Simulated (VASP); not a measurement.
# WSeS in VASP: notebook

One sheet, WSeS, is run at these levels: LDA; tasks: single point.

Program: VASP 6.6.1. These are calculated values, not measurements. Logs are shortened: lines on timing, memory, paths and dates and some standing lists are left out, and cuts for length are marked.

**1. The structure**

The cell holds a sheet with vacuum, 3 atoms: a = 3.185 Å, b = 3.185 Å, c = 30.200 Å, α = 90.00°, β = 90.00°, γ = 120.00°.

The cell was built by a generator and needn't be a form met in nature.

**2. Single point, LDA**

Contents of INCAR:

```
PREC     = Accurate       # precision mode
ENCUT    = 520            # plane-wave cutoff, eV
EDIFF    = 1E-7           # SCF threshold, eV
ISMEAR   = 0              # smearing method
SIGMA    = 0.03           # smearing width, eV
LREAL    = False          # projectors in reciprocal space
LASPH    = True           # aspherical terms in the spheres
NELM     = 100            # most SCF steps
ALGO     = Normal         # electronic algorithm
ISIF     = 2              # what is computed and relaxed
LWAVE    = False          # write WAVECAR
LCHARG   = False          # write CHGCAR
LDIPOL   = True         
IDIPOL   = 3            
DIPOL    = 0.5 0.5 0.284
GGA      = CA             # functional
NBANDS   = 20             # bands
```

Contents of KPOINTS:

```
regular mesh
0
Gamma
  12 12 1
```

Contents of POSCAR:

```
WSeS
1.0
    3.1854795908      0.0000000000      0.0000000000
   -1.5927397954      2.7587062489      0.0000000000
    0.0000000000      0.0000000000     30.1999999990
S W Se
1 1 1
Direct
    0.6666666667      0.3333333333      0.2315434902
    0.3333333333      0.6666666667      0.2821034368
    0.6666666667      0.3333333333      0.3383398280
```

Potentials or basis: VASP PAW LDA potentials, release 64 (S, W_sv, Se).

Run with:

```console
> cat potpaw_LDA.64/S/POTCAR potpaw_LDA.64/W_sv/POTCAR potpaw_LDA.64/Se/POTCAR > POTCAR
> mpirun -np 1 vasp_std > vasp.out
```

OUTCAR:

```text
PREC = Accurate
   ENCUT = 520
   EDIFF = 1E-7
   ISMEAR = 0
   LREAL = False
   LASPH = True
   NELM = 100
   ISIF = 2
   GGA = CA

 ion  position               nearest neighbor table
   1  0.667  0.333  0.232-   2 2.39   2 2.39   2 2.39
   2  0.333  0.667  0.282-   1 2.39   1 2.39   1 2.39   3 2.50   3 2.50   3 2.50
   3  0.667  0.333  0.338-   2 2.50   2 2.50   2 2.50

  LATTYP: Found a hexagonal cell.
 ALAT       =     3.1854795908
 C/A-ratio  =     9.4805190673

  Lattice vectors:

 A1 = (   3.1854795908,   0.0000000000,   0.0000000000)
 A2 = (  -1.5927397954,   2.7587062489,   0.0000000000)
 A3 = (   0.0000000000,   0.0000000000,  30.1999999990)

Analysis of symmetry for initial positions (statically):
=====================================================================
 Subroutine PRICEL returns:
 Original cell was already a primitive cell.

 Routine SETGRP: Setting up the symmetry group for a
 hexagonal supercell.

 Subroutine GETGRP returns: Found  6 space group operations
 (whereof  6 operations were pure point group operations)
 out of a pool of 24 trial point group operations.

The static configuration has the point symmetry C_3v.

Analysis of symmetry for dynamics (positions and initial velocities):
=====================================================================
 Subroutine PRICEL returns:
 Original cell was already a primitive cell.

 Routine SETGRP: Setting up the symmetry group for a
 hexagonal supercell.

 Subroutine GETGRP returns: Found  6 space group operations
 (whereof  6 operations were pure point group operations)
 out of a pool of 24 trial point group operations.

The dynamic configuration has the point symmetry C_3v.

 Subroutine INISYM returns: Found  6 space group operations
 (whereof  6 operations are pure point group operations),
 and found     1 'primitive' translations

----------------------------------------------------------------------------------------

                                     Primitive cell

  volume of cell :     265.3916

  direct lattice vectors                    reciprocal lattice vectors
     3.185479591  0.000000000  0.000000000     0.313924472  0.181244379  0.000000000
    -1.592739795  2.758706249  0.000000000     0.000000000  0.362488757  0.000000000
     0.000000000  0.000000000 30.199999999     0.000000000  0.000000000  0.033112583

  length of vectors
     3.185479591  3.185479591 30.199999999     0.362488757  0.362488757  0.033112583

  position of ions in fractional coordinates (direct lattice)
     0.666666667  0.333333333  0.231543490
     0.333333333  0.666666667  0.282103437
     0.666666667  0.333333333  0.338339828

  ion indices of the primitive-cell ions
   primitive index   ion index
                 1           1
                 2           2
                 3           3

----------------------------------------------------------------------------------------

 KPOINTS: regular mesh

Automatic generation of k-mesh.
 Grid dimensions read from file:
 generate k-points for:   12   12    1

 Generating k-lattice:

  Cartesian coordinates                     Fractional coordinates (reciprocal lattice)
     0.026160373  0.015103698  0.000000000     0.083333333  0.000000000  0.000000000
     0.000000000  0.030207396  0.000000000     0.000000000  0.083333333  0.000000000
     0.000000000  0.000000000  0.033112583     0.000000000  0.000000000  1.000000000

  Length of vectors
     0.030207396  0.030207396  0.033112583

  Shift w.r.t. Gamma in fractional coordinates (k-lattice)
     0.000000000  0.000000000  0.000000000

 Subroutine IBZKPT returns following result:
 ===========================================

 Found     19 irreducible k-points:

 Following reciprocal coordinates:
            Coordinates               Weight
  0.000000  0.000000  0.000000      1.000000
  0.083333 -0.000000  0.000000      6.000000
  0.166667 -0.000000  0.000000      6.000000
  0.250000 -0.000000  0.000000      6.000000
  0.333333  0.000000  0.000000      6.000000
  0.416667 -0.000000  0.000000      6.000000
[... 11 lines left out ...]
  0.333333  0.250000  0.000000     12.000000
  0.333333  0.333333  0.000000      2.000000
   k-points           NKPTS =     19   k-points in BZ     NKDIM =     19   number of bands    NBANDS=     20
   number of dos      NEDOS =    301   number of ions     NIONS =      3
   total plane-waves  NPLWV = 138240
   dimension x,y,z NGX =    24 NGY =   24 NGZ =  240
   dimension x,y,z NGXF=    48 NGYF=   48 NGZF=  480
   ions per type =               1   1   1
   NGX,Y,Z   is equivalent  to a cutoff of  12.53, 12.53, 13.21 a.u.
   NGXF,Y,Z  is equivalent  to a cutoff of  25.05, 25.05, 26.42 a.u.
 SYSTEM =  unknown system
   PREC   = accura    normal or accurate (medium, high low for compatibility)
   ISTART =      0    job   : 0-new  1-cont  2-samecut
   ICHARG =      2    charge: 1-file 2-atom 10-const
   ISPIN  =      1    spin polarized calculation?
   LNONCOLLINEAR =      F non collinear calculations
   LSORBIT =      F    spin-orbit coupling
   LASPH  =      T    aspherical Exc in radial PAW
   ENCUT  =  520.0 eV  38.22 Ry    6.18 a.u.   5.92  5.92 56.15*2*pi/ulx,y,z
   NELM   =    100;   NELMIN=  2; NELMDL= -5     # of ELM steps
   EDIFF  = 0.1E-06   stopping-criterion for ELM
   LREAL  =      F    real-space projection
   EDIFFG = 0.1E-05   stopping-criterion for IOM
   NSW    =      0    number of steps for IOM
   IBRION =     -1    ionic relax: 0-MD 1-quasi-New 2-CG
   NFREE  =      0    steps in history (QN), initial steepest desc. (CG)
   ISIF   =      2    stress and relaxation
   ISYM   =      2    0-nonsym 1-usesym 2-fastsym
   POTIM  = 0.5000    time-step for ionic-motion
   TEBEG  =    0.0;   TEEND  =   0.0 temperature during run
   PSTRESS=    0.0 pullay stress
   NELECT =      26.0000    total number of electrons
   NUPDOWN=      -1.0000    fix difference up-down
   EMIN   =  10.00;   EMAX   =-10.00  energy-range for DOS
   EFERMI =   0.00;   METHOD = LEGACY
   ISMEAR =     0;   SIGMA  =   0.03  broadening in eV -4-tet -1-fermi 0-gaus
   EFERMI_NEDOS =   21; number of points for ismear=-14 and -15
   IALGO  =     38    algorithm
   IMIX   =      4    mixing-type and parameters
     AMIX     =   0.40;   BMIX     =  1.00
     AMIX_MAG =   1.60;   BMIX_MAG =  1.00
  volume/ion in A,a.u.               =      88.46       596.98
  Fermi-wavevector in a.u.,A,eV,Ry     =   0.754693  1.426163  7.749351  0.569561
  Thomas-Fermi vector in A             =   1.852418
   LORBIT       =      0    0 simple, 1 ext, 2 COOP (PROOUT), +10 PAW based schemes
   GGA     = CA    functional components
   LHFCALC =     F    Hartree Fock is set to
   AEXX    =    0.0000 exact exchange contribution
   IVDW    =     0    specifies the selected vdW correction
   LEPSILON=     F    determine dielectric tensor
   LRPA    =     F    only Hartree local field effects (RPA)
 non-spin polarized calculation
 Gauss-broadening in eV      SIGMA  =   0.03
  energy-cutoff  :      520.00
  volume of cell :      265.39
 maximum number of plane-waves:      7196
 NGX is ok and might be reduce to    24
   NGX = 11   NGY = 11   NGZ =113

 dipolmoment           0.000000      0.000000      0.000000 electrons x Angstroem

 number of electron      26.0000003 magnetization

 dipolmoment           0.000000      0.000000     -0.032777 electrons x Angstroem

 Free energy of the ion-electron system (eV)
  ---------------------------------------------------
  ext. energy  EPLUGINS =         0.00000000
  ---------------------------------------------------
  free energy    TOTEN  =       -25.11058878 eV

  energy without entropy =      -25.11058878  energy(sigma->0) =      -25.11058878

 E-fermi :  -2.8078     XC(G=0):  -2.7041

 val. band max:       -3.1238527135   @ k =   0.3333   0.3333   0.0000
 cond. band min:      -1.2885865106   @ k =   0.1667   0.1667   0.0000
 fundamental gap:      1.8352662030
 Fermi energy:        -2.8077800537

 k-point     1 :       0.0000    0.0000    0.0000
  band No.  band energies     occupation
      1     -76.5508      2.00000
      2     -41.1110      2.00000
      3     -40.9081      2.00000
      4     -40.9081      2.00000
      5     -18.0980      2.00000
      6     -16.4637      2.00000
[... 12 lines left out ...]
     19       2.2783      0.00000
     20       2.4685      0.00000

 k-point     2 :       0.0833   -0.0000    0.0000
  band No.  band energies     occupation
      1     -76.5497      2.00000
      2     -41.1067      2.00000
      3     -40.9314      2.00000
      4     -40.9135      2.00000
      5     -17.9808      2.00000
      6     -16.4116      2.00000
[... 12 lines left out ...]
     19       2.5234      0.00000
     20       2.6118      0.00000

 k-point     3 :       0.1667   -0.0000    0.0000
  band No.  band energies     occupation
      1     -76.5465      2.00000
      2     -41.0948      2.00000
      3     -40.9947      2.00000
      4     -40.9282      2.00000
      5     -17.6452      2.00000
      6     -16.2635      2.00000
[... 12 lines left out ...]
     19       2.9734      0.00000
     20       3.0206      0.00000

 k-point     4 :       0.2500   -0.0000    0.0000
  band No.  band energies     occupation
      1     -76.5422      2.00000
      2     -41.0803      2.00000
      3     -41.0782      2.00000
      4     -40.9482      2.00000
      5     -17.1408      2.00000
      6     -16.0445      2.00000
[... 12 lines left out ...]
     19       3.5432      0.00000
     20       3.6753      0.00000

 k-point     5 :       0.3333    0.0000    0.0000
  band No.  band energies     occupation
      1     -76.5379      2.00000
      2     -41.1640      2.00000
      3     -41.0621      2.00000
      4     -40.9682      2.00000
      5     -16.5605      2.00000
      6     -15.8005      2.00000
[... 12 lines left out ...]
     19       3.8584      0.00000
     20       4.2104      0.00000

 k-point     6 :       0.4167   -0.0000    0.0000
  band No.  band energies     occupation
      1     -76.5347      2.00000
      2     -41.2248      2.00000
      3     -41.0501      2.00000
      4     -40.9827      2.00000
      5     -16.0630      2.00000
      6     -15.5971      2.00000
[... 12 lines left out ...]
     19       4.0921      0.00000
     20       4.3697      0.00000

 k-point     7 :       0.5000   -0.0000    0.0000
  band No.  band energies     occupation
      1     -76.5336      2.00000
      2     -41.2468      2.00000
      3     -41.0457      2.00000
      4     -40.9880      2.00000
      5     -15.8612      2.00000
      6     -15.5121      2.00000
[... 12 lines left out ...]
     19       4.3254      0.00000
     20       4.5413      0.00000
[... 162 lines left out ...]
 k-point    15 :       0.3333    0.1667    0.0000
  band No.  band energies     occupation
      1     -76.5335      2.00000
      2     -41.2046      2.00000
      3     -41.0458      2.00000
      4     -41.0319      2.00000
      5     -15.8902      2.00000
      6     -15.5004      2.00000
[... 12 lines left out ...]
     19       4.7825      0.00000
     20       5.3341      0.00000

 k-point    16 :       0.4167    0.1667    0.0000
  band No.  band energies     occupation
      1     -76.5325      2.00000
      2     -41.2193      2.00000
      3     -41.0420      2.00000
      4     -41.0411      2.00000
      5     -15.7151      2.00000
      6     -15.4176      2.00000
[... 12 lines left out ...]
     19       5.3079      0.00000
     20       5.7672      0.00000

 k-point    17 :       0.2500    0.2500    0.0000
  band No.  band energies     occupation
      1     -76.5335      2.00000
      2     -41.1846      2.00000
      3     -41.0525      2.00000
      4     -41.0458      2.00000
      5     -15.8997      2.00000
      6     -15.4963      2.00000
[... 12 lines left out ...]
     19       4.8180      0.00000
     20       5.1238      0.00000

 k-point    18 :       0.3333    0.2500    0.0000
  band No.  band energies     occupation
      1     -76.5320      2.00000
      2     -41.1886      2.00000
      3     -41.0865      2.00000
      4     -41.0398      2.00000
      5     -15.6310      2.00000
      6     -15.3596      2.00000
[... 12 lines left out ...]
     19       4.5111      0.00000
     20       5.7528      0.00000

 k-point    19 :       0.3333    0.3333    0.0000
  band No.  band energies     occupation
      1     -76.5314      2.00000
      2     -41.1620      2.00000
      3     -41.1274      2.00000
      4     -41.0376      2.00000
      5     -15.5372      2.00000
      6     -15.3003      2.00000
[... 12 lines left out ...]
     19       3.8624      0.00000
     20       6.0051      0.00000

------------------------ aborting loop because EDIFF is reached ----------------------------------------

 vacuum level on the upper side and lower side of the slab       (xc-potential included)        -0.339         0.324

  FORCE on cell =-STRESS in cart. coord.  units (eV):
  Direction    XX          YY          ZZ          XY          YZ          ZX
  --------------------------------------------------------------------------------------
  -------------------------------------------------------------------------------------
  Total        0.2014908      0.2014908      0.2387279      0.0000000     -0.0000000      0.0000000
  in kB        1.2164058      1.2164058      1.4412078      0.0000000     -0.0000000      0.0000000
  external PRESSURE =       1.2913398 kB  Pullay stress =       0.0000000 kB

 VOLUME and BASIS-vectors are now :
 -----------------------------------------------------------------------------
  energy-cutoff  :      520.00
  volume of cell :      265.39
      direct lattice vectors                 reciprocal lattice vectors
     3.185479591  0.000000000  0.000000000     0.313924472  0.181244379  0.000000000
    -1.592739795  2.758706249  0.000000000     0.000000000  0.362488757  0.000000000
     0.000000000  0.000000000 30.199999999     0.000000000  0.000000000  0.033112583

 POSITION                                       TOTAL-FORCE (eV/Angst)
 -----------------------------------------------------------------------------------
      1.59274      0.91957      6.99261         0.000000      0.000000     -0.050702
     -0.00000      1.83914      8.51952        -0.000000      0.000000     -0.055353
      1.59274      0.91957     10.21786         0.000000      0.000000      0.106055
 -----------------------------------------------------------------------------------
    total drift:                               -0.000000      0.000000      0.000172

  FREE ENERGIE OF THE ION-ELECTRON SYSTEM (eV)
  ---------------------------------------------------
  free  energy   TOTEN  =       -25.1105887773 eV

  energy  without entropy=      -25.1105887773  energy(sigma->0) =      -25.11058878

 vacuum level on the upper side and lower side of the slab         2.210         2.885
```

Wall time 2.6 min (1 thread of Intel Xeon Platinum 8259CL at 2.50GHz (Skylake/Cascade Lake), shared host); peak memory 0.35 GiB.

Results:

- Free energy: -25.1106 eV
- Largest force: 0.106 eV/Å
- Band gap on the k mesh: 1.84 eV, indirect (least direct gap 1.89 eV)

Forces on the atoms (eV/Å):
```
S    0.000  0.000 -0.051
W    0.000  0.000 -0.055
Se   0.000  0.000  0.106
```

Levels at points of the mesh, in eV from the valence-band top:
| k point | band 11 | band 12 | band 13 | band 14 | band 15 | band 16 |
| --- | --- | --- | --- | --- | --- | --- |
| (0.00, 0.00, 0.00) | -1.21 | -1.21 | -0.17 | 3.11 | 3.11 | 3.41 |
| (0.50, 0.00, 0.00) | -2.15 | -0.90 | -0.87 | 2.86 | 3.13 | 3.97 |

Caveat: spin-orbit coupling is left out, which moves the levels of the heavy elements. As with any semilocal functional, this LDA gap is likely too small.

**3. Single point, LDA**

This run uses another cell than the first one, of 52.12 Å³/atom, 0.589 times its volume.

Contents of INCAR:

```
SYSTEM = WSeS
PREC = Accurate
ENCUT = 520
EDIFF = 1E-7
ISMEAR = 0
SIGMA = 0.03
LREAL = .False.
LASPH = .True.
NELM = 100
ALGO = Normal
ISIF = 2
LWAVE = .False.
LCHARG = .False.
LDIPOL = .True.
IDIPOL = 3
DIPOL = 0.5 0.5 0.499
NBANDS = 20
```

Contents of KPOINTS:

```
regular mesh
0
Gamma
  12 12 1
  0 0 0
```

Contents of POSCAR:

```
WSeS
1.0
    3.2400000000      0.0000000000      0.0000000000
   -1.6200000000      2.8059223083      0.0000000000
    0.0000000000      0.0000000000     17.2000000000
S W Se
1 1 1
Direct
    0.6666670000      0.3333330000      0.4069767442
    0.3333330000      0.6666670000      0.4959302326
    0.6666670000      0.3333330000      0.5930232558
```

Potentials or basis: VASP PAW LDA potentials, release 64 (S, W_sv, Se).

Run with:

```console
> cat potpaw_LDA.64/S/POTCAR potpaw_LDA.64/W_sv/POTCAR potpaw_LDA.64/Se/POTCAR > POTCAR
> mpirun -np 1 vasp_std > vasp.out
```

Wall time 90 s (1 thread of Intel Xeon Platinum 8259CL at 2.50GHz (Skylake/Cascade Lake), shared host); peak memory 0.24 GiB.

The run converged. Its results:

```yaml
Free_energy: -25.0835 eV
Largest_force: 0.530 eV/Å
Band_gap_on_the_k_mesh: 1.67 eV, direct
```

Forces in eV/Å, atoms in the order of the input:
```
S    0.000  0.000  0.340
W    0.000  0.000 -0.530
Se   0.000  0.000  0.190
```

Levels at points of the mesh, in eV from the valence-band top:
| k point | band 11 | band 12 | band 13 | band 14 | band 15 | band 16 |
| --- | --- | --- | --- | --- | --- | --- |
| (0.00, 0.00, 0.00) | -1.36 | -1.36 | -0.02 | 2.94 | 2.94 | 3.30 |
| (0.50, 0.00, 0.00) | -2.01 | -1.02 | -0.86 | 2.62 | 3.02 | 3.90 |

Caveat: spin-orbit coupling is left out, which moves the levels of the heavy elements.
